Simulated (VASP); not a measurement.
```
Ta
1.0
   -1.65000     1.65000     1.65000
    1.65000    -1.65000     1.65000
    1.65000     1.65000    -1.65000
Ta
1
Direct
  0.01515   0.03636   0.05152
```

The numbers are results of PBE GGA, VASP's PBE PAW potentials (set 64) (plane waves; VASP), not measurements. Numerical set-up: 400 eV cut-off, 12×12×12 Γ-centred mesh, first-order Methfessel-Paxton smearing of 0.10 eV, potentials Ta_pv.

### Question
The ions, cell shape and volume are relaxed. Give the cell that the relaxation ends in.

### Answer

```
Ta
1.0
   -1.65734     1.65734     1.65734
    1.65734    -1.65734     1.65734
    1.65734     1.65734    -1.65734
Ta
1
Cartesian
  0.12053   0.05022   0.00000
```
Space group Im-3m (229), at a tolerance of 0.03 Å.

### Question
How do energy and volume change from the first to the last step?

### Answer
The energy (σ→0) changes by -1.6 meV/atom and the volume by +1.3 %, in 3 ionic steps.

The compound is Ta in the bcc structure. This run relaxes it. Symmetry was kept, so distortions that lower it aren't found.
